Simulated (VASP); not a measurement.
An input for Quantum ESPRESSO's pw.x (written as the equivalent of a VASP run, and not itself run):

```
&CONTROL
  calculation = 'scf'
  pseudo_dir = './pseudo'
  outdir = './out'
  tprnfor = .true.
  tstress = .true.
/
&SYSTEM
  ibrav = 0
  nat = 2
  ntyp = 2
  ecutwfc = 96
  occupations = 'smearing'
  smearing = 'methfessel-paxton'
  degauss = 0.00735
  input_dft = 'vdw-df-ob86'
/
&ELECTRONS
  conv_thr = 7.3e-09
  electron_maxstep = 100
/
ATOMIC_SPECIES
  Al 26.982 Al.upf
  Co 58.933 Co.upf
CELL_PARAMETERS angstrom
     2.8912295    0.0000000    0.0000000
     0.0000000    2.8912295    0.0000000
     0.0000000    0.0000000    2.8912295
ATOMIC_POSITIONS crystal
  Al   0.5000000  0.5000000  0.5000000
  Co   0.0000000  0.0000000  0.0000000
K_POINTS automatic
  13 13 13 0 0 0
```

Q: Write the VASP files for the same calculation (optB86b-vdW).

A: This is not unique; one that fits is 
**KPOINTS**
```
Automatic mesh
0
Gamma
13 13 13
0 0 0
```

### INCAR
```
SYSTEM = CoAl
PREC = Accurate
ENCUT = 520
EDIFF = 1E-7
NELM = 100
ALGO = Normal
LREAL = .FALSE.
LASPH = .TRUE.
ISMEAR = 1
SIGMA = 0.1
GGA = MK
PARAM1 = 0.1234
PARAM2 = 1.0
LUSE_VDW = .TRUE.
AGGAC = 0.0
LMAXMIX = 4
LWAVE = .FALSE.
LCHARG = .FALSE.
ISIF = 2
```

### POSCAR
```
CoAl
5.7824590
  0.4999999944   0.0000000000   0.0000000000
  0.0000000000   0.4999999944   0.0000000000
  0.0000000000   0.0000000000   0.4999999944
Al Co
1 1
Direct
  0.5000000000   0.5000000000   0.5000000000
  0.0000000000   0.0000000000   0.0000000000
```

POTCAR, in this order: Al Co (PBE.64 set). Program: vasp_std.

The two are equivalent in intent, not identical: the potentials are each code's own (VASP's PAW set, PseudoDojo norm-conserving files in pw.x), so ENCUT and ecutwfc are chosen apart and not converted; conv_thr bounds pw.x's estimated SCF error, while EDIFF bounds the energy change between steps.

The compound is CoAl in the CsCl type structure. This cell is one point of a volume scan, at 1.06 of the reference volume.
